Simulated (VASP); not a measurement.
Mo:

```xyz
1
Lattice="-1.5734 1.5734 1.5734 1.5734 -1.5734 1.5734 1.5734 1.5734 -1.5734" Properties=species:S:1:pos:R:3 pbc="T T T"
Mo    0.0000    0.0000    0.0000
```

* Program: VASP 6.6.1
* Task: relaxation of cell and atoms
* Functional: PBE
* Potentials or basis: VASP PAW PBE potentials, release 64 (Mo_sv)
* Cutoff: 600 eV
* k mesh: 16 × 16 × 16
* Occupations: methfessel-paxton, width 0.1 eV
* Spin: no spin polarisation

At the start: pressure 3.8 GPa; volume 15.58 Å³/atom.

**Question.** How do energy, volume and symmetry change on relaxing?

**Answer.** Over 3 steps the energy falls by 2.6 meV/atom and the volume is 15.80 Å³/atom (+1.4 %); space group Im-3m (No. 229, to 0.05 Å).

Step by step:
```csv
step,energy change (eV),largest force (eV/Å),pressure (GPa),volume (Å³)
1,0.0000,0.0000,3.79,15.58
2,0.0163,0.0000,-9.34,16.43
3,-0.0026,0.0000,-0.05,15.80
```

Final structure:
```
CELL_PARAMETERS angstrom
-1.58089 1.58089 1.58089
1.58089 -1.58089 1.58089
1.58089 1.58089 -1.58089
ATOMIC_POSITIONS crystal
Mo 0.00000 0.00000 0.00000
```
